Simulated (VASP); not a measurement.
AgAu under changes of volume

One of the cells (17.756 Å³/atom); the others are scaled copies at fixed shape and fractional positions:

```
Au Ag
1.0
     1.46724    0.84711    4.76197
    -1.46724    0.84711    4.76197
     0.00000   -1.69422    4.76197
Au Ag
1 1
Direct
  0.50000 0.50000 0.50000
  0.00000 0.00000 0.00000
```

The cell comes from a database or a generator and needn't be the stable form of this composition.

| Quantity | Value |
| --- | --- |
| Program | VASP 6.6.1 |
| Functional | PBEsol |
| Potentials or basis | VASP PAW PBE potentials, release 64 (Au, Ag) |
| Cutoff | 520 eV |
| k mesh | 11 × 11 × 11 |
| Occupations | fermi-dirac, width 0.05 eV |
| Spin | no spin polarisation |

| volume (Å³/atom) | energy over the lowest point (meV/atom) | pressure (GPa) |
| --- | --- | --- |
| 16.364 | 4.82 | 3.8 |
| 16.712 | 0.00 | 0.5 |
| 17.060 | ? | ? |
| 17.756 | 22.74 | -7.1 |
| 18.104 | 40.08 | -9.0 |
| 18.453 | 61.25 | -10.6 |

Question: What does the run at 17.060 Å³/atom give?

Answer: Energy over the lowest point 1.96 meV/atom; pressure -2.4 GPa.

Worked out: A Birch-Murnaghan fit of order 3 (a polynomial in V^(-2/3)) to the other rows has its minimum at 16.78 Å³/atom with B0 = V·E''(V) = 146 GPa and B' = 5.9 at fixed shape and positions, which overstates the stiffness. It gives 1.96 meV/atom at 17.060 Å³/atom, against the run's 1.96, and -dE/dV = -2.3 GPa, against -2.4.

Energies are extrapolated to zero smearing.

Caveats: the PAW data sets were made with another functional, which shifts forces and pressure a little.
